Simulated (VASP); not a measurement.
All values below come from LDA (Ceperley-Alder, Perdew-Zunger), VASP's LDA PAW potentials (set 64) (plane waves; VASP 6.6.1).

The input files of a VASP run:

### POSCAR
```
CdS
1
    0.0000000000     2.9425607886     2.9425607886
    2.9425607886     0.0000000000     2.9425607886
    2.9425607886     2.9425607886     0.0000000000
Cd S
1 1
Direct
  0.0000000000   0.0000000000   0.0000000000
  0.2500000000   0.2500000000   0.2500000000
```

**KPOINTS**
```
K-points
0
G
  8 8 8
0 0 0
```

### INCAR
```
SYSTEM = CdS
PREC = Accurate
ENCUT = 520
EDIFF = 1E-7
NELM = 100
ALGO = Normal
LREAL = .FALSE.
LASPH = .TRUE.
ISMEAR = 0
SIGMA = 0.05
LMAXMIX = 4
LWAVE = .FALSE.
LCHARG = .FALSE.
ISIF = 2
```

POTCAR, in this order: Cd S (LDA.64 set). Program: vasp_std.

The run wrote:

File OUTCAR:
```
 ion  position               nearest neighbor table
   1  0.000  0.000  0.000-   2 2.55   2 2.55   2 2.55   2 2.55
   2  0.250  0.250  0.250-   1 2.55   1 2.55   1 2.55   1 2.55
  LATTYP: Found a face centered cubic cell.
 ALAT       =     5.8851215772
 Subroutine PRICEL returns:
 Original cell was already a primitive cell.
 Subroutine GETGRP returns: Found 24 space group operations
The static configuration has the point symmetry T_d .
The dynamic configuration has the point symmetry T_d .
 Subroutine INISYM returns: Found 24 space group operations
 Subroutine IBZKPT returns following result:
 Found     29 irreducible k-points:

 Following reciprocal coordinates:
            Coordinates               Weight
  0.000000  0.000000  0.000000      1.000000
  0.125000  0.000000  0.000000      8.000000
  0.250000  0.000000  0.000000      8.000000
  0.375000  0.000000  0.000000      8.000000
  0.500000  0.000000  0.000000      4.000000
  0.125000  0.125000  0.000000      6.000000
  0.250000  0.125000  0.000000     24.000000
  0.375000  0.125000  0.000000     24.000000
  0.500000  0.125000  0.000000     24.000000
...
```

### OSZICAR
```
       N       E                     dE             d eps       ncg     rms          rms(c)
DAV:   1     0.109322211193E+03    0.10932E+03   -0.92853E+03   762   0.127E+03
DAV:   2    -0.293552736346E+01   -0.11226E+03   -0.10622E+03   864   0.295E+02
DAV:   3    -0.785709044583E+01   -0.49216E+01   -0.49065E+01   899   0.643E+01
DAV:   4    -0.789200716360E+01   -0.34917E-01   -0.34913E-01   849   0.545E+00
DAV:   5    -0.789251479974E+01   -0.50764E-03   -0.50763E-03   914   0.633E-01    0.790E+00
DAV:   6    -0.740602662287E+01    0.48649E+00   -0.98746E-01  1118   0.140E+01    0.621E+00
DAV:   7    -0.738108897868E+01    0.24938E-01   -0.15915E-01   779   0.335E+00    0.301E+00
DAV:   8    -0.737550589802E+01    0.55831E-02   -0.18290E-02   809   0.199E+00    0.231E-01
DAV:   9    -0.737503368236E+01    0.47222E-03   -0.24570E-03   869   0.833E-01    0.593E-02
DAV:  10    -0.737503047974E+01    0.32026E-05   -0.19508E-04   849   0.166E-01    0.661E-02
DAV:  11    -0.737504294673E+01   -0.12467E-04   -0.40688E-05   840   0.785E-02    0.191E-02
DAV:  12    -0.737503686925E+01    0.60775E-05   -0.25133E-05  1051   0.721E-02    0.465E-03
DAV:  13    -0.737503701726E+01   -0.14801E-06   -0.14692E-06   809   0.106E-02    0.223E-03
DAV:  14    -0.737503702098E+01   -0.37203E-08   -0.26341E-08   452   0.199E-03
   1 F= -.73750370E+01 E0= -.73750370E+01  d E =-.623860E-15
```

OUTCAR:
```
------------------------ aborting loop because EDIFF is reached ----------------------------------------
  FORCE on cell =-STRESS in cart. coord.  units (eV):
  Direction    XX          YY          ZZ          XY          YZ          ZX
  --------------------------------------------------------------------------------------
  Total       -1.0988274     -1.0988274     -1.0988274     -0.0000000      0.0000000     -0.0000000
  in kB      -34.5488616    -34.5488616    -34.5488616     -0.0000000      0.0000000     -0.0000000
  external PRESSURE =     -34.5488616 kB  Pullay stress =       0.0000000 kB
  volume of cell :       50.96
      direct lattice vectors                 reciprocal lattice vectors
     0.000000000  2.942560789  2.942560789    -0.169920024  0.169920024  0.169920024
     2.942560789  0.000000000  2.942560789     0.169920024 -0.169920024  0.169920024
     2.942560789  2.942560789  0.000000000     0.169920024  0.169920024 -0.169920024
  FREE ENERGIE OF THE ION-ELECTRON SYSTEM (eV)
  ---------------------------------------------------
  free  energy   TOTEN  =        -7.3750370210 eV

  energy  without entropy=       -7.3750370210  energy(sigma->0) =       -7.37503702
```
(Selected blocks of OUTCAR.)

The compound is CdS in the zinc blende structure, a metastable form; wurtzite is the usual one. This cell is one point of a volume scan, at 1.06 of the reference volume.
